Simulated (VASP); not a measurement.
A VASP calculation is set up with these files.

POSCAR:
```
Cu
1
   -0.0000000000     1.7598331985     1.7598331985
    1.7598331985     0.0000000000     1.7598331985
    1.7598331985     1.7598331985    -0.0000000000
Cu
1
Direct
  0.0000000000   0.0000000000   0.0000000000
```

**KPOINTS**
```
Automatic mesh
0
Gamma
16 16 16
0 0 0
```

### INCAR
```
PREC=Accurate
ISIF=3   # ions, shape and volume
EDIFFG=-0.01   # ionic stop
ISMEAR=1   # Methfessel-Paxton
SIGMA=0.1   # width (eV)
ENCUT=400   # plane-wave cut-off (eV)
ALGO=Normal   # blocked Davidson
LMAXMIX=4
EDIFF=1E-6   # SCF stop (eV)
LREAL=F
LASPH=T   # aspherical one-centre terms
NELM=100   # most electronic steps
LWAVE=F
SYSTEM=Cu
IBRION=2   # conjugate gradients
NSW=60   # most ionic steps
LCHARG=F
```

POTCAR, in this order: Cu (LDA.64 set). Program: vasp_std.

Question: Translate this LDA calculation to Quantum ESPRESSO's pw.x.

Answer: One equivalent input (not run):
```
&CONTROL
  calculation = 'vc-relax'
  pseudo_dir = './pseudo'
  outdir = './out'
  tprnfor = .true.
  tstress = .true.
  nstep = 60
  forc_conv_thr = 0.00039
/
&SYSTEM
  ibrav = 0
  nat = 1
  ntyp = 1
  ecutwfc = 92
  occupations = 'smearing'
  smearing = 'methfessel-paxton'
  degauss = 0.00735
  input_dft = 'pz'
/
&ELECTRONS
  conv_thr = 7.3e-08
  electron_maxstep = 100
/
&IONS
/
&CELL
/
ATOMIC_SPECIES
  Cu 63.546 Cu.upf
CELL_PARAMETERS angstrom
    -0.0000000    1.7598332    1.7598332
     1.7598332    0.0000000    1.7598332
     1.7598332    1.7598332   -0.0000000
ATOMIC_POSITIONS crystal
  Cu   0.0000000  0.0000000  0.0000000
K_POINTS automatic
  16 16 16 0 0 0
```
The two are equivalent in intent, not identical: the potentials are each code's own (VASP's PAW set, PseudoDojo norm-conserving files in pw.x), so ENCUT and ecutwfc are chosen apart and not converted; conv_thr bounds pw.x's estimated SCF error, while EDIFF bounds the energy change between steps; forc_conv_thr acts on force components and is met together with etot_conv_thr.

The compound is Cu in the fcc structure. It was relaxed first, which changed the volume by -7 %. The start is the result of an earlier pass.
